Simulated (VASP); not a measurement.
VASP runs on Ga (space group P6_3/mmc) share one base input (PBE GGA, plane waves, VASP's PBE PAW potentials (set 64)) and change the settings named in each case.

KPOINTS:
```
Automatic mesh
0
Gamma
10 10 6
0 0 0
```

### INCAR
```
ISMEAR = 0
LREAL = F   ! projection in real space or not
EDIFF = 1E-6
NELM = 100   ! most electronic steps
PREC = Accurate
LWAVE = F
SYSTEM = Ga
LASPH = T
SIGMA = 0.2
ISIF = 2
ENCUT = 300   ! plane-wave cut-off (eV)
ALGO = Normal   ! blocked Davidson
LMAXMIX = 4
GGA = PE   ! PBE
LCHARG = F
```

**POSCAR**
```
Ga
2.9956740
  1.0000000000   0.0000000000   0.0000000000
 -0.5000000000   0.8660254754   0.0000000000
  0.0000000000   0.0000000000   1.6235938891
Ga
2
Cartesian
 -0.0000005000   0.5773506056   0.4058984723
  0.5000005000   0.2886748698   1.2176954168
```

POTCAR, in this order: Ga_d (PBE.64 set). Program: vasp_std.

```csv
change,E(σ→0) (eV/atom),pressure (GPa),−TS (eV)
base run,-2.8912,0.47,-0.0089
GGA = PS,-3.3236,-2.96,-0.0089
"GGA_COMPAT = .FALSE., LNONCOLLINEAR = .TRUE., LSORBIT = .TRUE., MAGMOM = 0.0 0.0 0.0 0.0 0.0 0.0, program vasp_ncl",-2.8962,0.38,-0.0090
KPOINTS 2×2×1 Γ-centred mesh,-2.0528,19.04,-0.1188
```
 Energies of different potentials or functionals have different zeros.  At 300 eV the pressure can carry a Pulay error.

Left out are runs that ran out of time, are held back, or changed the cell or the kind of run, fixed moments of cells without a moment, rows past the twelfth, gaps on odd meshes, pressures of charged cells and columns that move by less than the noise.

The structure was generated: Ga was put into an ordered model structure, which need not be its known phase. The cell was not relaxed at this level.
